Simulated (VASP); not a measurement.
All values below come from RPBE GGA, VASP's PBE PAW potentials (set 64) (plane waves; VASP).

VASP input:

File KPOINTS:
```
Automatic mesh
0
Gamma
  10 10 10
0 0 0
```

**INCAR**
```
# general
SYSTEM=AlN
PREC  =Accurate
ENCUT =520
LREAL =.FALSE.
LASPH =.TRUE.

# electronic loop
EDIFF =1E-7
NELM  =100
ALGO  =Normal

# smearing
ISMEAR=0
SIGMA =0.05

# functional
GGA   =RP

# ions
ISIF  =2

# output
LWAVE =.FALSE.
LCHARG=.FALSE.
```

**POSCAR**
```
AlN
1
    0.0000000000     2.2559491364     2.2559491364
    2.2559491364     0.0000000000     2.2559491364
    2.2559491364     2.2559491364     0.0000000000
Al N
1 1
Direct
  0.0000000000   0.0000000000   0.0000000000
  0.2500000000   0.2500000000   0.2500000000
```

POTCAR, in this order: Al N (PBE.64 set). Program: vasp_std.

What VASP printed:

**OSZICAR**
```
       N       E                     dE             d eps       ncg     rms          rms(c)
DAV:   1     0.120439348548E+02    0.12044E+02   -0.40518E+03   800   0.825E+02
DAV:   2    -0.156368960077E+02   -0.27681E+02   -0.25963E+02  1016   0.138E+02
DAV:   3    -0.162482413137E+02   -0.61135E+00   -0.61135E+00   888   0.272E+01
DAV:   4    -0.162505142898E+02   -0.22730E-02   -0.22730E-02  1112   0.153E+00
DAV:   5    -0.162505189653E+02   -0.46755E-05   -0.46755E-05   888   0.545E-02    0.831E+00
DAV:   6    -0.140827705806E+02    0.21677E+01   -0.13484E+01   840   0.229E+01    0.301E+00
DAV:   7    -0.140890077923E+02   -0.62372E-02   -0.94451E-02   760   0.333E+00    0.201E+00
DAV:   8    -0.140932584707E+02   -0.42507E-02   -0.28190E-02   800   0.221E+00    0.464E-01
DAV:   9    -0.140927456762E+02    0.51279E-03   -0.13648E-03  1064   0.286E-01    0.232E-01
DAV:  10    -0.140929776683E+02   -0.23199E-03   -0.83896E-04   808   0.237E-01    0.567E-02
DAV:  11    -0.140929683193E+02    0.93490E-05   -0.40218E-05   952   0.449E-02    0.274E-02
DAV:  12    -0.140929684383E+02   -0.11900E-06   -0.74343E-06   800   0.240E-02    0.178E-03
DAV:  13    -0.140929684193E+02    0.19014E-07   -0.86449E-07  1072   0.637E-03
   1 F= -.14092968E+02 E0= -.14092968E+02  d E =-.794492E-12
```

**OUTCAR**
```
------------------------ aborting loop because EDIFF is reached ----------------------------------------
  FORCE on cell =-STRESS in cart. coord.  units (eV):
  Direction    XX          YY          ZZ          XY          YZ          ZX
  --------------------------------------------------------------------------------------
  Total       -1.3867485     -1.3867485     -1.3867485      0.0000000      0.0000000     -0.0000000
  in kB      -96.7587822    -96.7587822    -96.7587822      0.0000000      0.0000000     -0.0000000
  external PRESSURE =     -96.7587822 kB  Pullay stress =       0.0000000 kB
  volume of cell :       22.96
      direct lattice vectors                 reciprocal lattice vectors
     0.000000000  2.255949136  2.255949136    -0.221636203  0.221636203  0.221636203
     2.255949136  0.000000000  2.255949136     0.221636203 -0.221636203  0.221636203
     2.255949136  2.255949136  0.000000000     0.221636203  0.221636203 -0.221636203
  FREE ENERGIE OF THE ION-ELECTRON SYSTEM (eV)
  ---------------------------------------------------
  free  energy   TOTEN  =       -14.0929684193 eV

  energy  without entropy=      -14.0929684193  energy(sigma->0) =      -14.09296842
```
(Selected blocks of OUTCAR.)

The compound is AlN in the zinc blende structure, a metastable form; wurtzite is the usual one. This cell is one point of a volume scan, at 1.06 of the reference volume.
